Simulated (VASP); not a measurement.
Given:

```
CSi
1.0
    1.49121    -2.58284     0.00000
    1.49121     2.58284     0.00000
    0.00000     0.00000     4.89304
Si C
2 2
Direct
  0.66667   0.33333   0.49961
  0.33333   0.66667   0.99961
  0.66667   0.33333   0.87539
  0.33333   0.66667   0.37539
```

All values below come from LDA (Ceperley-Alder, Perdew-Zunger), VASP's LDA PAW potentials (set 64) (plane waves; VASP). Numerical set-up: 620 eV cut-off, 9×9×5 Γ-centred mesh, Gaussian smearing of 0.050 eV, potentials Si C.

Estimate the energy per atom (σ→0), pressure, band gap (on the k-mesh) with the smallest direct gap where there is one.

```
Property                                     Result
-----------------------------------  --------------
band gap (on the k-mesh)                    1.98 eV
smallest direct gap (on the k-mesh)         4.10 eV
energy per atom (σ→0)                -8.277 eV/atom
pressure                                  19.85 GPa
```

Total energies compare only between runs with the same potentials, cut-off and functional.

The compound is SiC in the wurtzite structure, the rare 2H polytype. It was relaxed first under an external pressure of 20 GPa.
